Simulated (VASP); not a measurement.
Calculation: r2SCAN meta-GGA, VASP's PBE PAW potentials (set 64) (plane waves; VASP 6.6.1).

The input files of a VASP run:

**KPOINTS**
```
K-points
0
gamma
  7 7 5
```

**INCAR**
```
ALGO  =  Normal
EDIFF  =  1E-7
ENCUT  =  400
ISIF  =  2
ISMEAR  =  -5
LASPH  =  .True.
LCHARG  =  .False.
LEFG  =  .True.
LMAXMIX  =  6
LMIXTAU  =  .True.
LORBIT  =  11
LREAL  =  .False.
LWAVE  =  .False.
METAGGA  =  R2SCAN
NEDOS  =  601
NELM  =  100
PREC  =  Accurate
SYSTEM  =  Gd2Tl
```

### POSCAR
```
Gd2Tl
1.0
  5.4281148712   0.0000000000   0.0000000000
 -2.7140574356   4.7008852157   0.0000000000
  0.0000000000   0.0000000000   6.7469339771
Tl Gd
2 4
Cartesian
 -0.0000027141   3.1339250441   1.6867334943
  2.7140601497   1.5669601716   5.0602004828
 -0.0000027141   3.1339250441   5.0602004828
  2.7140601497   1.5669601716   1.6867334943
  0.0000000000   0.0000000000   0.0000000000
  0.0000000000   0.0000000000   3.3734669886
```

### KPOINTS_OPT
```
k-points along high-symmetry lines
6
Line-mode
Reciprocal
  0.000000   0.000000   0.000000 ! GAMMA
  0.500000   0.000000   0.000000 ! M

  0.500000   0.000000   0.000000 ! M
  0.333333   0.333333   0.000000 ! K

  0.333333   0.333333   0.000000 ! K
  0.000000   0.000000   0.000000 ! GAMMA

  0.000000   0.000000   0.000000 ! GAMMA
  0.000000   0.000000   0.500000 ! A

  0.000000   0.000000   0.500000 ! A
  0.500000   0.000000   0.500000 ! L

  0.500000   0.000000   0.500000 ! L
  0.333333   0.333333   0.500000 ! H

  0.333333   0.333333   0.500000 ! H
  0.000000   0.000000   0.500000 ! A

  0.500000   0.000000   0.500000 ! L
  0.500000   0.000000   0.000000 ! M

  0.333333   0.333333   0.500000 ! H
  0.333333   0.333333   0.000000 ! K
```

POTCAR, in this order: Tl_d Gd_3 (PBE.64 set). Program: vasp_std.

The resulting files:

OSZICAR:
```
       N       E                     dE             d eps       ncg     rms          rms(c)
DAV:   1     0.764637441437E+02    0.76464E+02   -0.27204E+04  1776   0.131E+03
DAV:   2    -0.226019996396E+03   -0.30248E+03   -0.29544E+03  1854   0.351E+02
DAV:   3    -0.243205280176E+03   -0.17185E+02   -0.16303E+02  2248   0.575E+01
DAV:   4    -0.243746715877E+03   -0.54144E+00   -0.53066E+00  2216   0.808E+00
DAV:   5    -0.243764471426E+03   -0.17756E-01   -0.17982E-01  2356   0.138E+00    0.444E+01
DAV:   6    -0.233978389322E+03    0.97861E+01   -0.43302E+00  2016   0.135E+01    0.233E+01
DAV:   7    -0.227019808058E+03    0.69586E+01   -0.27556E+00  2003   0.781E+00    0.997E-01
DAV:   8    -0.231899288159E+03   -0.48795E+01   -0.31743E+00  1992   0.788E+00    0.570E+00
DAV:   9    -0.231075346538E+03    0.82394E+00   -0.46701E-01  1971   0.452E+00    0.121E+00
DAV:  10    -0.231207147058E+03   -0.13180E+00   -0.15382E-01  1971   0.262E+00    0.290E+00
DAV:  11    -0.231099589538E+03    0.10756E+00   -0.20696E-02  2043   0.890E-01    0.193E+00
DAV:  12    -0.231072892910E+03    0.26697E-01   -0.93548E-02  1906   0.216E+00    0.213E-01
DAV:  13    -0.231074052585E+03   -0.11597E-02   -0.25549E-03  2062   0.294E-01    0.400E-01
DAV:  14    -0.231077466694E+03   -0.34141E-02   -0.17878E-03  1991   0.280E-01    0.112E-01
DAV:  15    -0.231081142910E+03   -0.36762E-02   -0.13357E-03  1981   0.261E-01    0.689E-02
DAV:  16    -0.231081175552E+03   -0.32642E-04   -0.63941E-05  2232   0.422E-02    0.637E-02
DAV:  17    -0.231081176822E+03   -0.12705E-05   -0.16152E-06  2283   0.571E-03    0.605E-02
DAV:  18    -0.231081128533E+03    0.48290E-04   -0.52761E-05  2032   0.467E-02    0.361E-02
DAV:  19    -0.231081159697E+03   -0.31164E-04   -0.60423E-05  2001   0.349E-02    0.446E-02
DAV:  20    -0.231081151767E+03    0.79297E-05   -0.89736E-06  1986   0.172E-02    0.265E-02
DAV:  21    -0.231081152501E+03   -0.73400E-06   -0.88966E-07  1747   0.568E-03    0.209E-02
DAV:  22    -0.231081158028E+03   -0.55263E-05   -0.54318E-07  1657   0.469E-03    0.789E-03
DAV:  23    -0.231081177585E+03   -0.19557E-04   -0.11120E-05  1941   0.224E-02    0.610E-03
DAV:  24    -0.231081177565E+03    0.20133E-07   -0.52484E-07  1987   0.396E-03
   1 F= -.23108118E+03 E0= -.23108118E+03  d E =0.000000E+00
       N       E                     dE             ncg
       N       E                     dE             ncg
       N       E                     dE             ncg
```

File OUTCAR:
```
------------------------ aborting loop because EDIFF is reached ----------------------------------------
  FORCE on cell =-STRESS in cart. coord.  units (eV):
  Direction    XX          YY          ZZ          XY          YZ          ZX
  --------------------------------------------------------------------------------------
  Total        0.1212237      0.1212237     -0.0801432      0.0000000      0.0000000      0.0000000
  in kB        1.1281403      1.1281402     -0.7458336      0.0000000      0.0000000      0.0000000
  external PRESSURE =       0.5034823 kB  Pullay stress =       0.0000000 kB
  volume of cell :      172.16
      direct lattice vectors                 reciprocal lattice vectors
     5.428114871  0.000000000  0.000000000     0.184226020  0.106362946  0.000000000
    -2.714057436  4.700885216  0.000000000     0.000000000  0.212725892  0.000000000
     0.000000000  0.000000000  6.746933977     0.000000000  0.000000000  0.148215471
 POSITION                                       TOTAL-FORCE (eV/Angst)
 -----------------------------------------------------------------------------------
     -0.00000      3.13393      1.68673        -0.000000      0.000000      0.000000
      2.71406      1.56696      5.06020        -0.000000     -0.000000      0.000000
     -0.00000      3.13393      5.06020         0.000000      0.000000      0.000000
      2.71406      1.56696      1.68673         0.000000     -0.000000      0.000000
      0.00000      0.00000      0.00000         0.000000      0.000000      0.000000
      0.00000      0.00000      3.37347         0.000000      0.000000      0.000000
 -----------------------------------------------------------------------------------
    total drift:                               -0.001503      0.000868     -0.000448
  FREE ENERGIE OF THE ION-ELECTRON SYSTEM (eV)
  ---------------------------------------------------
  free  energy   TOTEN  =      -231.0811775648 eV

  energy  without entropy=     -231.0811775648  energy(sigma->0) =     -231.08117756

 total charge

# of ion       s       p       d       tot
------------------------------------------
    1        1.014   0.819   9.556  11.389
    2        1.014   0.819   9.556  11.389
    3        0.321   6.342   1.098   7.760
    4        0.321   6.342   1.098   7.760
    5        0.354   6.289   1.113   7.755
    6        0.354   6.289   1.113   7.755
--------------------------------------------------
tot          3.377  26.900  23.533  53.810
```
(Selected blocks of OUTCAR.)

The 4f electrons are frozen in the core of the lanthanide potential, so 4f levels, which can set the real gap, and their magnetism are missing. For a metal the tetrahedron method with Blöchl corrections gives inexact stress and forces.

The structure comes from a measured Gd2Tl entry (P6_3/mmc) of the Crystallography Open Database, whose conditions weren't checked. It was relaxed first.
